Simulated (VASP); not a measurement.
A VASP calculation is set up with these files.

**KPOINTS**
```
kpoints
0
G
 7 7 2
0 0 0
```

### POSCAR
```
Te2Mo
1.0
  3.5501935624   0.0000000000   0.0000000000
 -1.7750967812   3.0745573386   0.0000000000
  0.0000000000   0.0000000000  14.8185372449
Te Mo
4 2
Cart
 -0.0000017751   2.0497059173   9.3066689667
  1.7750985563   1.0248514213   5.5118682782
  1.7750985563   1.0248514213   1.8974003443
 -0.0000017751   2.0497059173  12.9211369006
 -0.0000017751   2.0497059173   3.7046343112
  1.7750985563   1.0248514213  11.1139029337
```

### INCAR
```
SYSTEM = Te2Mo
PREC = Accurate
ENCUT = 480
EDIFF = 1E-6
NELM = 100
ALGO = Normal
LREAL = .FALSE.
LASPH = .TRUE.
ISMEAR = 0
SIGMA = 0.05
GGA = PE
LMAXMIX = 4
LWAVE = .FALSE.
LCHARG = .FALSE.
IBRION = 2
ISIF = 3
NSW = 60
EDIFFG = -0.02
```

POTCAR, in this order: Te Mo (PBE.64 set). Program: vasp_std.

Q: Translate this PBE calculation to Ansatz.

A: One equivalent input (not run):
Ansatz 0.2 input:
```yaml
crystal:
  lattice:
    - [3.5501936, 0.0000000, 0.0000000]
    - [-1.7750968, 3.0745573, 0.0000000]
    - [0.0000000, 0.0000000, 14.8185372]
  atoms:
    - { symbol: Te, position: [0.3333330, 0.6666670, 0.6280424] }
    - { symbol: Te, position: [0.6666670, 0.3333330, 0.3719576] }
    - { symbol: Te, position: [0.6666670, 0.3333330, 0.1280424] }
    - { symbol: Te, position: [0.3333330, 0.6666670, 0.8719576] }
    - { symbol: Mo, position: [0.3333330, 0.6666670, 0.2500000] }
    - { symbol: Mo, position: [0.6666670, 0.3333330, 0.7500000] }
kpoints:
  mp_grid: { grid: [7, 7, 2] }
hamiltonian:
  xc: pbe
  pseudopotentials: { kind: paw }
scf:
  occupations: { method: gaussian, width: 0.05 }
  max_iter: 100
relax:
  max_steps: 60
  f_tol: 0.02
  cell: {}
output: { forces: true, stress: true, eigenvalues: true }
```
Limits of the translation: each code has its own PAW files, so the cut-off isn't converted (ENCUT is set for VASP's; basis.ecutwfc is left out, and Ansatz then takes the one that its files recommend); Ansatz stops its SCF on the density residual and VASP on the energy change (EDIFF).

The structure comes from a computed database's Te2Mo entry (P6_3/mmc); how it stands against other phases isn't given here. This run relaxes it. Symmetry was kept, so distortions that lower it aren't found. The start is the result of an earlier pass.
